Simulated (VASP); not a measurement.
Output of a VASP run:

File OSZICAR:
```
       N       E                     dE             d eps       ncg     rms          rms(c)
DAV:   1     0.147254998290E+03    0.14725E+03   -0.75112E+03  2297   0.153E+03
DAV:   2     0.426229150026E+02   -0.10463E+03   -0.10270E+03  2327   0.349E+02
DAV:   3     0.379314540392E+02   -0.46915E+01   -0.46671E+01  2747   0.912E+01
DAV:   4     0.378357490503E+02   -0.95705E-01   -0.95724E-01  2736   0.143E+01
DAV:   5     0.378317809511E+02   -0.39681E-02   -0.39696E-02  2814   0.278E+00    0.124E+00
DAV:   6     0.403080764395E+02    0.24763E+01   -0.45892E+00  2288   0.375E+01    0.435E-01
DAV:   7     0.402052859694E+02   -0.10279E+00   -0.47932E-01  2537   0.167E+01    0.410E-01
DAV:   8     0.401166421461E+02   -0.88644E-01   -0.89151E-02  2318   0.565E+00    0.160E-01
DAV:   9     0.401074269587E+02   -0.92152E-02   -0.11243E-02  2732   0.236E+00    0.777E-02
DAV:  10     0.401074633671E+02    0.36408E-04   -0.44250E-03  2630   0.150E+00    0.801E-02
DAV:  11     0.401075131487E+02    0.49782E-04   -0.18314E-03  2621   0.983E-01    0.213E-02
DAV:  12     0.401073220439E+02   -0.19110E-03   -0.20389E-04  2654   0.307E-01    0.548E-03
DAV:  13     0.401073167705E+02   -0.52734E-05   -0.92729E-06  2438   0.414E-02    0.252E-03
DAV:  14     0.401073165666E+02   -0.20393E-06   -0.17885E-06  2444   0.149E-02    0.153E-03
DAV:  15     0.401073176802E+02    0.11136E-05   -0.82773E-07  2363   0.967E-03    0.860E-04
DAV:  16     0.401073177642E+02    0.84006E-07   -0.39190E-07  2699   0.149E-02
   1 F= 0.40107318E+02 E0= 0.40107318E+02  d E =0.000000E+00
       N       E                     dE             ncg
```

**OUTCAR**
```
------------------------ aborting loop because EDIFF is reached ----------------------------------------
  FORCE on cell =-STRESS in cart. coord.  units (eV):
  Direction    XX          YY          ZZ          XY          YZ          ZX
  --------------------------------------------------------------------------------------
  Total        0.0323391      0.0323391      0.0323391     -0.0000000      0.0000000     -0.0000000
  in kB        1.7170885      1.7170885      1.7170885     -0.0000000      0.0000000     -0.0000000
  external PRESSURE =       1.7170885 kB  Pullay stress =       0.0000000 kB
  volume of cell :       30.17
      direct lattice vectors                 reciprocal lattice vectors
     0.000000000  2.470995615  2.470995615    -0.202347587  0.202347587  0.202347587
     2.470995615  0.000000000  2.470995615     0.202347587 -0.202347587  0.202347587
     2.470995615  2.470995615  0.000000000     0.202347587  0.202347587 -0.202347587
 POSITION                                       TOTAL-FORCE (eV/Angst)
 -----------------------------------------------------------------------------------
      0.00000      0.00000      0.00000        -0.000000      0.000000      0.000000
 -----------------------------------------------------------------------------------
    total drift:                               -0.000000      0.000000      0.000000
  FREE ENERGIE OF THE ION-ELECTRON SYSTEM (eV)
  ---------------------------------------------------
  free  energy   TOTEN  =        40.1073177642 eV

  energy  without entropy=       40.1073177642  energy(sigma->0) =       40.10731776

 total charge

# of ion       s       p       d       tot
------------------------------------------
    1        1.409   0.741   9.790  11.940
```
(Selected blocks of OUTCAR.)

File POSCAR:
```
Pb
1
    0.0000000000     2.4709956145     2.4709956145
    2.4709956145     0.0000000000     2.4709956145
    2.4709956145     2.4709956145     0.0000000000
Pb
1
Direct
  0.0000000000   0.0000000000   0.0000000000
```

Task: Reconstruct the remaining input files.

Result: One answer among several that fit: the input of the run itself, revTPSS meta-GGA, plane waves, VASP's PBE PAW potentials (set 64).

INCAR:
```
SYSTEM = Pb
PREC = Accurate
ENCUT = 520
EDIFF = 1E-7
NELM = 100
ALGO = Normal
LREAL = .FALSE.
LASPH = .TRUE.
ISMEAR = -5
METAGGA = RTPSS
LMIXTAU = .TRUE.
LMAXMIX = 4
LWAVE = .FALSE.
LCHARG = .FALSE.
LORBIT = 11
NEDOS = 601
ISIF = 2
```

**KPOINTS_OPT**
```
k-points along high-symmetry lines
10
Line-mode
Reciprocal
  0.000000   0.000000   0.000000 ! GAMMA
  0.500000   0.000000   0.500000 ! X

  0.500000   0.000000   0.500000 ! X
  0.625000   0.250000   0.625000 ! U

  0.375000   0.375000   0.750000 ! K
  0.000000   0.000000   0.000000 ! GAMMA

  0.000000   0.000000   0.000000 ! GAMMA
  0.500000   0.500000   0.500000 ! L

  0.500000   0.500000   0.500000 ! L
  0.500000   0.250000   0.750000 ! W

  0.500000   0.250000   0.750000 ! W
  0.500000   0.000000   0.500000 ! X
```

**KPOINTS**
```
Automatic
0
gamma
  14 14 14
```

POTCAR, in this order: Pb_d (PBE.64 set). Program: vasp_std.

For a metal the tetrahedron method with Blöchl corrections gives inexact stress and forces.

The compound is Pb in the fcc structure. It was relaxed first.
